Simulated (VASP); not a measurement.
Calculation: PBE GGA, VASP's PBE PAW potentials (set 64) (plane waves; VASP).

A VASP calculation is set up with these files.

POSCAR:
```
CuF
1
    3.1206030000     0.0000000000     0.0000000000
   -1.5603010000     2.7025210000     0.0000000000
    0.0000000000     0.0000000000     5.1108270000
Cu F
2 2
Direct
  0.6666670000   0.3333330000   0.0000000000
  0.3333330000   0.6666670000   0.5000000000
  0.6666670000   0.3333330000   0.6252000000
  0.3333330000   0.6666670000   0.1252000000
```

INCAR:
```
! general
SYSTEM   =  CuF
PREC     =  Accurate
ENCUT    =  520   ! plane-wave cut-off (eV)
LREAL    =  .FALSE.   ! projection in real space or not
LASPH    =  .TRUE.   ! aspherical one-centre terms

! electronic loop
EDIFF    =  1E-6   ! SCF stop (eV)
NELM     =  100   ! most electronic steps
ALGO     =  Normal   ! blocked Davidson
LMAXMIX  =  4

! smearing
ISMEAR   =  0   ! Gaussian
SIGMA    =  0.05

! functional
GGA      =  PE   ! PBE

! ions
ISIF     =  2

! output
LWAVE    =  .FALSE.
LCHARG   =  .FALSE.
```

File KPOINTS:
```
kpoints
0
Gamma
6 6 4
0 0 0
```

POTCAR, in this order: Cu F (PBE.64 set). Program: vasp_std.

Problem. What will the output report for the number of irreducible k-points (NKPTS), number of bands (NBANDS), largest plane-wave count, number of space-group operations, FFT grid (NGX, NGY, NGZ)?

Solution. 
```yaml
number of irreducible k-points (NKPTS): 21
number of bands (NBANDS): 22
largest_plane_wave_count: 1184
number_of_space_group_operations: 12
FFT grid (NGX, NGY, NGZ): 24 × 24 × 40
```

The structure was generated: CuF was put into the wurtzite type (P6_3mc), which need not be its known phase. The cell was not relaxed at this level. The k-mesh is coarse (spacing up to 0.39 per Å, 2π included), so the numbers may not be converged in it.
